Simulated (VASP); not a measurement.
All values below come from PW91 GGA, VASP's PBE PAW potentials (set 64) (plane waves; VASP 6.6.1).

Input for VASP

### POSCAR
```
MoTe2
1
    1.7816101862    -3.0858389252     0.0000000000
    1.7816101862     3.0858389252    -0.0000000000
   -0.0000000000     0.0000000000    14.8075222066
Te Mo
4 2
Direct
  0.3333330000   0.6666670000   0.8724072733
  0.6666670000   0.3333330000   0.3724072733
  0.6666670000   0.3333330000   0.1275927267
  0.3333330000   0.6666670000   0.6275927267
  0.3333330000   0.6666670000   0.2500000000
  0.6666670000   0.3333330000   0.7500000000
```

**KPOINTS**
```
K-points
0
Gamma
  7 7 2
```

### INCAR
```
# general
SYSTEM =MoTe2
PREC   =Accurate
ENCUT  =520
LREAL  =F
LASPH  =T

# electronic loop
EDIFF  =1E-6
NELM   =100
ALGO   =Normal
LMAXMIX=4

# smearing
ISMEAR =0
SIGMA  =0.05

# functional
GGA    =91

# ions
IBRION =2
NSW    =60
ISIF   =3
EDIFFG =-0.02

# output
LWAVE  =F
LCHARG =F
```

POTCAR, in this order: Te Mo_sv (PBE.64 set). Program: vasp_std.

Task: What will the output report for the number of irreducible k-points (NKPTS), largest plane-wave count, number of space-group operations, FFT grid (NGX, NGY, NGZ)?

Result: 
The number of irreducible k-points (NKPTS) is 16. The largest plane-wave count is 4448 and the number of space-group operations is 24. The FFT grid (NGX, NGY, NGZ) comes out as 28 × 28 × 112.

The compound is MoTe2 in the 2H layered structure. This run relaxes it. Symmetry was kept, so distortions that lower it aren't found. The start is the result of an earlier pass.
